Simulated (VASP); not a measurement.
**AgF (relaxed from the zinc blende structure, space group F-43m): computed properties**

All values below come from PBEsol GGA, VASP's PBE PAW potentials (set 64) (plane waves; VASP 6.6.1).

For AgF, the space group comes out as F-43m (216), the cell is a = b = c = 5.313 Å, α = β = γ = 90.00° and the volume per atom comes out as 18.74 Å³/atom. The band gap (over mesh and band path) comes out as none (metal, semimetal or under 0.01 eV) and the density is 5.62 g/cm³.

Space group F-43m (No. 216); a = b = c = 5.3127 Å, α = β = γ = 90.00°

```
atom  site  symmetry       x       y       z
----  ----  --------  ------  ------  ------
Ag      4a      -43m  0.0000  0.0000  0.0000
F       4d      -43m  0.7500  0.7500  0.7500
```
(The calculation used a cell of 2 atoms; values per cell refer to that cell.)

The structure was generated: AgF was put into the zinc blende type (F-43m), which need not be its known phase. It was relaxed first, which changed the volume by +48 %. Symmetry was kept, so distortions that lower it aren't found.
